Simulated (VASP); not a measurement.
These are LDA (Ceperley-Alder, Perdew-Zunger), VASP's LDA PAW potentials (set 64) (plane waves; VASP) values and carry that method's errors.

The input files of a VASP run:

File POSCAR:
```
KMgF3
7.7927210
  0.4999999779   0.0000000000   0.0000000000
  0.0000000000   0.4999999779   0.0000000000
  0.0000000000   0.0000000000   0.4999999779
K Mg F
1 1 3
Direct
  0.0000000000   0.0000000000   0.0000000000
  0.5000000000   0.5000000000   0.5000000000
  0.5000000000   0.0000000000   0.5000000000
  0.0000000000   0.5000000000   0.5000000000
  0.5000000000   0.5000000000   0.0000000000
```

**INCAR**
```
NELM = 100
ISMEAR = 0   # Gaussian
ENCUT = 520
LEPSILON = .TRUE.
LWAVE = .FALSE.
SYSTEM = KMgF3
EDIFF = 1E-8   # SCF stop (eV)
PREC = Accurate
ALGO = Normal   # blocked Davidson
LASPH = .TRUE.
LCHARG = .FALSE.
LREAL = .FALSE.   # projection in real space or not
SIGMA = 0.01   # width (eV)
```

File KPOINTS:
```
Automatic mesh
0
Gamma
6 6 6
0 0 0
```

POTCAR, in this order: K_sv Mg F (LDA.64 set). Program: vasp_std.

Output

OSZICAR:
```
...
RMM:  11    -0.182864775881E+00   -0.36232E-08   -0.31454E-08  1379   0.614E-04
 Linear response to external field (no local field effect), progress :
  Direction:   2
       N       E                     dE             d eps       ncg     rms          rms(c)
RMM:   1    -0.211904418141E+00   -0.21190E+00   -0.35509E-01  1569   0.319E+00
RMM:   2    -0.213097665927E+00   -0.11932E-02   -0.22569E-02  1611   0.704E-01
RMM:   3    -0.214629977952E+00   -0.15323E-02   -0.39670E-03  1680   0.224E-01
RMM:   4    -0.214891085672E+00   -0.26111E-03   -0.64721E-04  1753   0.911E-02
RMM:   5    -0.214947342580E+00   -0.56257E-04   -0.16354E-04  1739   0.388E-02
RMM:   6    -0.214957815143E+00   -0.10473E-04   -0.32004E-05  1663   0.168E-02
RMM:   7    -0.214959820633E+00   -0.20055E-05   -0.53960E-06  1525   0.750E-03
RMM:   8    -0.214960229777E+00   -0.40914E-06   -0.22147E-06  1523   0.373E-03
RMM:   9    -0.214960331304E+00   -0.10153E-06   -0.89392E-07  1539   0.193E-03
RMM:  10    -0.214960351697E+00   -0.20394E-07   -0.41201E-07  1513   0.104E-03
RMM:  11    -0.214960355963E+00   -0.42654E-08   -0.33981E-07  1463   0.690E-04
RMM:  12    -0.214960357159E+00   -0.11963E-08   -0.22545E-07  1416   0.546E-04
RMM:  13    -0.214960357495E+00   -0.33562E-09   -0.67775E-08  1353   0.484E-04
 Linear response to external field (no local field effect), progress :
  Direction:   3
       N       E                     dE             d eps       ncg     rms          rms(c)
RMM:   1    -0.209392375120E+00   -0.20939E+00   -0.34042E-01  1497   0.317E+00
RMM:   2    -0.210283076127E+00   -0.89070E-03   -0.20759E-02  1530   0.641E-01
RMM:   3    -0.211808316936E+00   -0.15252E-02   -0.37458E-03  1579   0.193E-01
RMM:   4    -0.212041138393E+00   -0.23282E-03   -0.53791E-04  1645   0.748E-02
RMM:   5    -0.212090369503E+00   -0.49231E-04   -0.14249E-04  1582   0.313E-02
RMM:   6    -0.212099084915E+00   -0.87154E-05   -0.23730E-05  1527   0.135E-02
RMM:   7    -0.212100958846E+00   -0.18739E-05   -0.62754E-06  1402   0.636E-03
RMM:   8    -0.212101357292E+00   -0.39845E-06   -0.11970E-06  1396   0.319E-03
RMM:   9    -0.212101453496E+00   -0.96204E-07    0.27541E-07  1394   0.168E-03
RMM:  10    -0.212101472742E+00   -0.19246E-07   -0.64829E-07  1381   0.957E-04
RMM:  11    -0.212101476967E+00   -0.42251E-08   -0.42628E-07  1349   0.644E-04
RMM:  12    -0.212101477750E+00   -0.78345E-09   -0.18540E-07  1328   0.514E-04
RMM:  13    -0.212101478190E+00   -0.43965E-09   -0.10916E-07  1258   0.454E-04
RMM:  14    -0.212101478355E+00   -0.16505E-09   -0.63294E-08  1207   0.430E-04
 Linear response to external field, progress :
  Direction:   1
       N       E                     dE             d eps       ncg     rms          rms(c)
RMM:   1    -0.200646407022E+00   -0.20065E+00   -0.32068E-01  3073   0.312E+00
RMM:   2    -0.201564761026E+00   -0.91835E-03   -0.20705E-02  3010   0.652E-01    0.800E-01
RMM:   3    -0.191342367428E+00    0.10222E-01   -0.16727E-02  2672   0.740E-01    0.414E-01
RMM:   4    -0.195025941684E+00   -0.36836E-02   -0.78599E-03  2767   0.580E-01    0.126E-01
RMM:   5    -0.198537855164E+00   -0.35119E-02   -0.14224E-03  3019   0.225E-01    0.224E-02
RMM:   6    -0.198820886606E+00   -0.28303E-03   -0.28738E-04  3213   0.688E-02    0.186E-02
RMM:   7    -0.199060933920E+00   -0.24005E-03   -0.54386E-05  3115   0.327E-02    0.587E-03
RMM:   8    -0.199011867482E+00    0.49066E-04   -0.16257E-05  3092   0.165E-02    0.159E-03
RMM:   9    -0.199022078620E+00   -0.10211E-04   -0.30934E-06  3415   0.688E-03    0.910E-04
RMM:  10    -0.199023342327E+00   -0.12637E-05   -0.11483E-06  3314   0.291E-03    0.268E-04
RMM:  11    -0.199023958851E+00   -0.61652E-06    0.38780E-07  3235   0.155E-03    0.765E-05
RMM:  12    -0.199023869091E+00    0.89760E-07    0.22026E-07  3081   0.908E-04    0.734E-05
RMM:  13    -0.199024077712E+00   -0.20862E-06    0.61500E-08  2868   0.608E-04    0.351E-05
RMM:  14    -0.199024198049E+00   -0.12034E-06   -0.13821E-08  2779   0.474E-04    0.232E-05
RMM:  15    -0.199024259897E+00   -0.61848E-07   -0.31787E-08  2647   0.418E-04    0.164E-05
RMM:  16    -0.199024339631E+00   -0.79734E-07   -0.23304E-08  2521   0.394E-04    0.185E-06
 Linear response to external field, progress :
  Direction:   2
       N       E                     dE             d eps       ncg     rms          rms(c)
RMM:   1    -0.200642743556E+00   -0.20064E+00   -0.32064E-01  3071   0.312E+00
RMM:   2    -0.201563125358E+00   -0.92038E-03   -0.20674E-02  3013   0.652E-01    0.800E-01
RMM:   3    -0.191346582934E+00    0.10217E-01   -0.16706E-02  2671   0.740E-01    0.414E-01
RMM:   4    -0.195027138994E+00   -0.36806E-02   -0.78426E-03  2768   0.579E-01    0.126E-01
RMM:   5    -0.198538851115E+00   -0.35117E-02   -0.14182E-03  3017   0.225E-01    0.223E-02
RMM:   6    -0.198820968241E+00   -0.28212E-03   -0.28489E-04  3204   0.687E-02    0.185E-02
RMM:   7    -0.199060566509E+00   -0.23960E-03   -0.55739E-05  3112   0.327E-02    0.587E-03
RMM:   8    -0.199011887150E+00    0.48679E-04   -0.14897E-05  3095   0.165E-02    0.164E-03
RMM:   9    -0.199021802486E+00   -0.99153E-05   -0.33794E-06  3409   0.677E-03    0.897E-04
RMM:  10    -0.199023226888E+00   -0.14244E-05    0.18105E-07  3321   0.286E-03    0.250E-04
RMM:  11    -0.199023873160E+00   -0.64627E-06   -0.53927E-07  3229   0.151E-03    0.960E-05
RMM:  12    -0.199023882494E+00   -0.93336E-08   -0.23729E-07  3080   0.878E-04    0.510E-05
RMM:  13    -0.199024064673E+00   -0.18218E-06   -0.21729E-07  2848   0.593E-04    0.356E-05
RMM:  14    -0.199024203625E+00   -0.13895E-06   -0.91948E-08  2760   0.466E-04    0.253E-05
RMM:  15    -0.199024293011E+00   -0.89386E-07   -0.14424E-07  2662   0.413E-04    0.634E-06
 Linear response to external field, progress :
  Direction:   3
       N       E                     dE             d eps       ncg     rms          rms(c)
RMM:   1    -0.200627990315E+00   -0.20063E+00   -0.32049E-01  3064   0.312E+00
RMM:   2    -0.201556811643E+00   -0.92882E-03   -0.20571E-02  3000   0.649E-01    0.800E-01
RMM:   3    -0.191343371672E+00    0.10213E-01   -0.16774E-02  2662   0.740E-01    0.414E-01
RMM:   4    -0.195028376265E+00   -0.36850E-02   -0.79027E-03  2755   0.580E-01    0.126E-01
RMM:   5    -0.198539511378E+00   -0.35111E-02   -0.14422E-03  3012   0.225E-01    0.227E-02
RMM:   6    -0.198819263869E+00   -0.27975E-03   -0.27558E-04  3196   0.679E-02    0.187E-02
RMM:   7    -0.199059772143E+00   -0.24051E-03   -0.54605E-05  3102   0.322E-02    0.570E-03
RMM:   8    -0.199011926835E+00    0.47845E-04   -0.12315E-05  3101   0.161E-02    0.162E-03
RMM:   9    -0.199022033381E+00   -0.10107E-04   -0.46443E-06  3395   0.661E-03    0.865E-04
RMM:  10    -0.199023320384E+00   -0.12870E-05   -0.90037E-07  3301   0.281E-03    0.256E-04
RMM:  11    -0.199023956984E+00   -0.63660E-06   -0.37105E-07  3215   0.149E-03    0.818E-05
RMM:  12    -0.199023829011E+00    0.12797E-06    0.52291E-08  3085   0.870E-04    0.744E-05
RMM:  13    -0.199024078936E+00   -0.24992E-06   -0.11425E-07  2833   0.587E-04    0.360E-05
RMM:  14    -0.199024218236E+00   -0.13930E-06   -0.48638E-08  2762   0.459E-04    0.189E-05
RMM:  15    -0.199024268369E+00   -0.50133E-07   -0.56739E-08  2648   0.407E-04    0.139E-05
RMM:  16    -0.199024327915E+00   -0.59546E-07   -0.29707E-08  2508   0.383E-04    0.134E-06
```

### OUTCAR
```
------------------------ aborting loop because EDIFF is reached ----------------------------------------

 HEAD OF MICROSCOPIC STATIC DIELECTRIC TENSOR (INDEPENDENT PARTICLE, excluding Hartree and local field effects)
 ------------------------------------------------------
           2.243865     0.000000     0.000000
           0.000000     2.243865     0.000000
          -0.000000    -0.000000     2.243865
 ------------------------------------------------------

 MACROSCOPIC STATIC DIELECTRIC TENSOR (including local field effects in DFT)
 ------------------------------------------------------
           2.141306    -0.000000    -0.000000
           0.000000     2.141306    -0.000000
           0.000000    -0.000000     2.141306
 ------------------------------------------------------

 PIEZOELECTRIC TENSOR (including local field effects)  for field in x, y, z        (e  Angst)
          XX          YY          ZZ          XY          YZ          ZX
  --------------------------------------------------------------------------------
  x     0.00000     0.00000     0.00000     0.00000     0.00000     0.00000
  y     0.00000     0.00000     0.00000     0.00000     0.00000     0.00000
  z     0.00000     0.00000     0.00000     0.00000     0.00000     0.00000

 PIEZOELECTRIC TENSOR (including local field effects)  for field in x, y, z        (C/m^2)
          XX          YY          ZZ          XY          YZ          ZX
  --------------------------------------------------------------------------------
  x     0.00000     0.00000     0.00000     0.00000     0.00000     0.00000
  y     0.00000     0.00000     0.00000     0.00000     0.00000     0.00000
  z     0.00000     0.00000     0.00000     0.00000     0.00000     0.00000

 BORN EFFECTIVE CHARGES (including local field effects) (in |e|, cummulative output)
 ---------------------------------------------------------------------------------
 ion    1
    1     1.19066    -0.00000    -0.00000
    2    -0.00000     1.19066    -0.00000
    3    -0.00000    -0.00000     1.19066
 ion    2
    1     1.97458    -0.00000     0.00000
    2    -0.00000     1.97458    -0.00000
    3     0.00000    -0.00000     1.97458
 ion    3
    1    -0.97237    -0.00000     0.00000
    2    -0.00000    -1.22050    -0.00000
    3     0.00000    -0.00000    -0.97237
 ion    4
    1    -1.22050     0.00000     0.00000
    2     0.00000    -0.97237    -0.00000
    3    -0.00000    -0.00000    -0.97237
 ion    5
    1    -0.97237    -0.00000     0.00000
    2    -0.00000    -0.97237    -0.00000
    3     0.00000    -0.00000    -1.22050
```
(Selected blocks of OUTCAR.)

The compound is KMgF3 in the cubic perovskite structure. It was relaxed first, which changed the volume by -7 %.
